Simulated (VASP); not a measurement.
These are PBEsol GGA, VASP's PBE PAW potentials (set 64) (plane waves; VASP) values and carry that method's errors.

A VASP calculation is set up with these files.

### INCAR
```
! general
SYSTEM =KTaO3
PREC   =Accurate
ENCUT  =520   ! plane-wave cut-off (eV)
LREAL  =.FALSE.   ! projection in real space or not
LASPH  =.TRUE.

! electronic loop
EDIFF  =1E-7   ! SCF stop (eV)
NELM   =100   ! most electronic steps
ALGO   =Normal   ! blocked Davidson
LMAXMIX=6

! smearing
ISMEAR =0   ! Gaussian
SIGMA  =0.05

! functional
GGA    =PS   ! PBEsol

! ions
ISIF   =2   ! forces and stress, cell fixed

! output
LWAVE  =.FALSE.
LCHARG =.FALSE.
```

File POSCAR:
```
KTaO3
1
    3.9085485738     0.0000000000     0.0000000000
    0.0000000000     3.9085485738     0.0000000000
    0.0000000000     0.0000000000     3.9085485738
K Ta O
1 1 3
Direct
  0.0000000000   0.0000000000   0.0000000000
  0.5000000000   0.5000000000   0.5000000000
  0.5000000000   0.0000000000   0.5000000000
  0.0000000000   0.5000000000   0.5000000000
  0.5000000000   0.5000000000   0.0000000000
```

### KPOINTS
```
Automatic mesh
0
Gamma
6 6 6
0 0 0
```

POTCAR, in this order: K_sv Ta_pv O (PBE.64 set). Program: vasp_std.

Unless said otherwise, spin-orbit coupling is left out, though it shifts the bands of the heavy elements here.

What does the run give for the energy per atom (σ→0), pressure, band gap (on the k-mesh)?

```yaml
energy per atom (σ→0): -8.550 eV/atom
band gap (on the k-mesh): 2.20 eV
pressure: 14.51 GPa
```

File OSZICAR:
```
...
DAV:   8    -0.427571413877E+02    0.58196E-01   -0.25170E-01  1221   0.444E+00    0.109E+00
DAV:   9    -0.427523756898E+02    0.47657E-02   -0.21493E-02  1214   0.105E+00    0.191E-01
DAV:  10    -0.427520106420E+02    0.36505E-03   -0.44585E-03  1276   0.558E-01    0.623E-02
DAV:  11    -0.427520104518E+02    0.19022E-06   -0.32278E-04  1266   0.157E-01    0.337E-02
DAV:  12    -0.427520251138E+02   -0.14662E-04   -0.47400E-05  1386   0.519E-02    0.835E-03
DAV:  13    -0.427520247017E+02    0.41207E-06   -0.55704E-06  1159   0.154E-02    0.423E-03
DAV:  14    -0.427520246066E+02    0.95136E-07   -0.28811E-07  1090   0.431E-03
   1 F= -.42752025E+02 E0= -.42752025E+02  d E =-.140630E-20
```

The compound is KTaO3 in the cubic perovskite structure. This cell is one point of a volume scan, at 0.94 of the reference volume.
